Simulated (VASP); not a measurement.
```
CELL_PARAMETERS angstrom
     -2.20107     2.20107     4.40124
      2.20107    -2.20107     4.40124
      2.20107     2.20107    -4.40124
ATOMIC_POSITIONS crystal
  Mg 0.50000 0.50000 0.00000
  Mg 0.25000 0.75000 0.50000
  Mg 0.75000 0.25000 0.50000
  Cd 0.00000 0.00000 0.00000
```

All values below come from PBEsol GGA, VASP's PBE PAW potentials (set 64) (plane waves; VASP). Numerical set-up: 400 eV cut-off, Gaussian smearing of 0.050 eV, potentials Mg Cd.

Task: Estimate the band gap (along the path) with the smallest direct gap where there is one.

Result: 
The band gap (along the path) comes out as none (metal, semimetal or under 0.01 eV).

The structure comes from a computed database's Mg3Cd entry (I4/mmm); how it stands against other phases isn't given here. It was relaxed first.
